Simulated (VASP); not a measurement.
```xyz
2
Lattice="0.0000 3.2101 3.2101 3.2101 0.0000 3.2101 3.2101 3.2101 0.0000" Properties=species:S:1:pos:R:3 pbc="T T T"
Sb     4.8151     4.8151     4.8151
Sb     3.2101     3.2101     3.2101
```

These are PBEsol GGA, VASP's PBE PAW potentials (set 64) (plane waves; VASP) values and carry that method's errors. Numerical set-up: 400 eV cut-off, 9×9×9 Γ-centred mesh, first-order Methfessel-Paxton smearing of 0.10 eV, potentials Sb.

Energy and stress use the plane-wave basis of the starting cell.

Q: The ions, cell shape and volume are relaxed. Predict the relaxed structure.

A: 
```xyz
2
Lattice="0.0000 3.4479 3.4479 3.4479 0.0000 3.4479 3.4479 3.4479 0.0000" Properties=species:S:1:pos:R:3 pbc="T T T"
Sb     5.1719     5.1719     5.1719
Sb     3.4479     3.4479     3.4479
```
Space group Fd-3m (227), at a tolerance of 0.03 Å.

Q: How do energy and volume change from the first to the last step?

A: The energy (σ→0) changes by -224.0 meV/atom and the volume by +23.9 %, in 4 ionic steps.

The structure was generated: Sb was put into the diamond type (Fd-3m), which need not be its known phase. This run relaxes it. Symmetry was kept, so distortions that lower it aren't found.
